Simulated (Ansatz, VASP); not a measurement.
# Cross-check of AlCd (AlCd in the L11 ordering) between VASP and Ansatz, part 2 of 2

Aim: how closely do two programs agree when they are given the same cell, functional and k mesh? The cell is generated by rule, not measured, and may not be a known phase. The cell is taken from a series of runs on this material, whose earlier steps may have relaxed, scaled, displaced or heated it; both programs get it as it stands.

VASP 6.6.1 and Ansatz 0.2.0.

So far: Starting point; VASP: relaxation of cell and atoms, PBEsol, pair 1; Ansatz: relaxation of cell and atoms, PBEsol, pair 1; Side by side.

## 5. VASP: relaxation of cell and atoms, PBEsol, pair 2

Level of this step: PBEsol; plane waves and PAW (Al, Cd); invented cell (VASP).

The relaxed volume is the usual yardstick between codes: in a stiff, nearly cubic crystal its relative difference is about their pressure difference at one cell divided by the bulk modulus.

The input, INCAR:

```
SYSTEM = AlCd
PREC = Accurate
ENCUT = 500
EDIFF = 1E-07
NELM = 120
ISMEAR = 0
SIGMA = 0.1
LREAL = .FALSE.
ALGO = Normal
GGA = PS
NBANDS = 13
LORBIT = 11
LWAVE = .FALSE.
LCHARG = .FALSE.
ISIF = 3
IBRION = 2
NSW = 80
EDIFFG = -0.005
LASPH = .TRUE.
GGA_COMPAT = .FALSE.
NELMIN = 4
```

The input, POSCAR:

```
AlCd
1.0
    4.2439600000      2.1219800000      2.1219800000
    2.1219800000      4.2439600000      2.1219800000
    2.1219800000      2.1219800000      4.2439600000
Al Cd
1 1
Direct
    0.0000000000      0.0000000000      0.0000000000
    0.5000000000      0.5000000000      0.5000000000
```

The input, KPOINTS:

```
Automatic mesh
0
Gamma
12 12 12
0 0 0
```

PAW data sets: Al and Cd (PBE family, release 64).

Command:

```
$ mpirun -np 1 vasp_std
```

Numbers of over 12 decimals in the logs are rounded to 6 here.

The log of the run:

```text
[banner, memory and clock lines left out]
running    1 mpi-ranks, on    1 nodes
[...]
[... a notice as in an earlier step ...]

 LDA part: xc-table for (Slater+PW92), standard interpolation
 POSCAR, INCAR and KPOINTS ok, starting setup
[...]
entering main loop
       N       E                     dE             d eps       ncg     rms          rms(c)
DAV:   1     0.723969199227E+02    0.72397E+02   -0.66017E+03  5058   0.954E+02
DAV:   2    -0.360969263947E+01   -0.76007E+02   -0.70960E+02  5584   0.240E+02
DAV:   3    -0.541908303185E+01   -0.18094E+01   -0.18057E+01  5939   0.388E+01
DAV:   4    -0.542662744539E+01   -0.75444E-02   -0.75437E-02  5579   0.255E+00
[...]
DAV:  10    -0.507056792397E+01    0.42484E-05   -0.38839E-05  5404   0.711E-02    0.228E-02
DAV:  11    -0.507056754144E+01    0.38254E-06   -0.26218E-06  5354   0.136E-02    0.605E-03
DAV:  12    -0.507056763189E+01   -0.90452E-07   -0.29414E-07  5812   0.480E-03
   1 F= -.50705676E+01 E0= -.50688689E+01  d E =-.507057E+01
[... from here on, the cycles between the ionic steps are left out ...]
   2 F= -.50766845E+01 E0= -.50751548E+01  d E =-.611686E-02
   3 F= -.50834127E+01 E0= -.50820839E+01  d E =-.128450E-01
   4 F= -.50859580E+01 E0= -.50845182E+01  d E =-.254532E-02
   5 F= -.50876986E+01 E0= -.50861399E+01  d E =-.428598E-02
   6 F= -.50877835E+01 E0= -.50862884E+01  d E =-.437085E-02
   7 F= -.50894654E+01 E0= -.50879295E+01  d E =-.168192E-02
   8 F= -.50901918E+01 E0= -.50886123E+01  d E =-.240827E-02
[...]
reached required accuracy - stopping structural energy minimisation
```

From OUTCAR (step 5):

```text
  Total        0.0039343      0.0039343      0.0039343     -0.0077862     -0.0077862     -0.0077862
  in kB        0.1651120      0.1651120      0.1651120     -0.3267662     -0.3267662     -0.3267662
  external PRESSURE =       0.1651120 kB  Pullay stress =       0.0000000 kB

 POSITION                                       TOTAL-FORCE (eV/Angst)
 -----------------------------------------------------------------------------------
      0.00000      0.00000      0.00000         0.000000     -0.000000     -0.000000
      4.47890      4.47890      4.47890        -0.000000      0.000000      0.000000
 -----------------------------------------------------------------------------------
    total drift:                                0.000000      0.000000      0.000000

  FREE ENERGIE OF THE ION-ELECTRON SYSTEM (eV)
  ---------------------------------------------------
  free  energy   TOTEN  =        -5.0901917832 eV

  energy  without entropy=       -5.0870328447  energy(sigma->0) =       -5.08861231

[... 2 parts as in an earlier step ...]

[... 2 further parts left out ...]
[key lines of the parts left out:]
E-fermi :   5.1614
```

## 6. Ansatz: relaxation of cell and atoms, PBEsol, pair 2

The same cell, functional, mesh and smearing now go to Ansatz, which takes its cutoff from its data sets.

The cell is taken from a series of runs on this material, whose earlier steps may have relaxed, scaled, displaced or heated it; both programs get it as it stands.

The input, input.yaml:

```yaml
crystal:
  lattice:
    - [4.24396, 2.12198, 2.12198]
    - [2.12198, 4.24396, 2.12198]
    - [2.12198, 2.12198, 4.24396]
  atoms:
    - { symbol: Al, position: [0.0, 0.0, 0.0] }
    - { symbol: Cd, position: [0.5, 0.5, 0.5] }
kpoints:
  mp_grid: { grid: [12, 12, 12] }
hamiltonian:
  xc: pbesol
scf:
  occupations: { method: gaussian, width: 0.1 }
output:
  forces: true
  stress: true
  eigenvalues: true
relax:
  adjacent_minimum: "off"
  f_tol: 0.005
  max_steps: 80
  cell: { stress_tol: 0.05 }
```

Command:

```
$ ansatz run input.yaml --threads 4 --pin off --max-ram 8192MiB --backend cpu --events-out ev --progress --plain --runs-dir out
```

The log of the run:

```text
[...]
Crystal: 2 atoms, lattice volume = 38.219 Å³
Basis set: ecut = 420 eV, 707 PW (Γ), FFT grids on a1−a3, a2−a3, a3, exchange–correlation on 48×48×72 points (8 copies of the dense FFT grid, shifted against one another)
Bands: 16, of which v1, the nominal top of the filled ones, is band 12 counted from 1 (11 counted from 0)
Symmetry: 12 space group operations
[...]
k-point 188: bands = [... 8 lower, 3.1679, 3.1679, 3.7042, 14.5828, 15.6811, 23.6450, 23.6450, 23.7753]
--- Relaxed structure (5 steps of the walk, 5 accepted, 1 SCFs on fresh bases) ---
[...]
cell:  # Å, volume = 38.0314 Å³
    - [4.357624, 2.296250, 2.296250]
    - [2.296250, 4.357624, 2.296250]
    - [2.296250, 2.296250, 4.357624]
  atoms:
    - { symbol: Al, position: [0, 0, 0] }
    - { symbol: Cd, position: [0.500000, 0.500000, 0.500000] }
[key lines of the parts left out:]
SCF converged after 6 iterations
Free energy (F): -8708.411297 eV
Fermi energy:    11.813764 eV
P = ⅓ Tr σ = 0.0395 GPa (0.395 kbar)
```

## 7. Differences

What differs besides the data sets and the points named for the pairs above, as far as they apply: the data sets hold 23 valence electrons in Ansatz (on its default PAW (the set named soft_2) files) and 15 in VASP. Total energies have different zeros and are not compared.

Compared:

| quantity | Ansatz | VASP | difference |
| --- | --- | --- | --- |
| volume (Å³) | 38.03 | 38.18 | -0.38 % |
| edge a after relaxation, in the typed setting (Å) | 5.435 | 5.439 | -0.09 % |

## 8. Results

```json
{
  "difference in volume (relaxation of cell and atoms, PBEsol, pair 1)": "-0.41 %",
  "difference in volume (relaxation of cell and atoms, PBEsol, pair 2)": "-0.38 %"
}
```

In words: The difference in volume is -0.41 % (relaxation of cell and atoms, PBEsol, pair 1), within the 1.2 % picked in this series as the mark of a large difference, as far as the stopping tolerances let one tell. The data sets hold unlike numbers of valence electrons (23 in Ansatz and 15 in VASP), so part of the differences comes from the potentials. How closely two codes agree says nothing of how well the functional describes the real material.

[Lines on the potential files, build, host, timing and source positions are cut from VASP's logs without a mark.]

[Logs are printed without paths, hosts, clocks, repeated set-up lines and the standing remarks that a program may print on its own settings, such as how far it seeks lower states.]

[Hosts, paths, dates, database ids (printed as entryN), source tags and the programs' standing remarks are cut or masked in the printed files.]
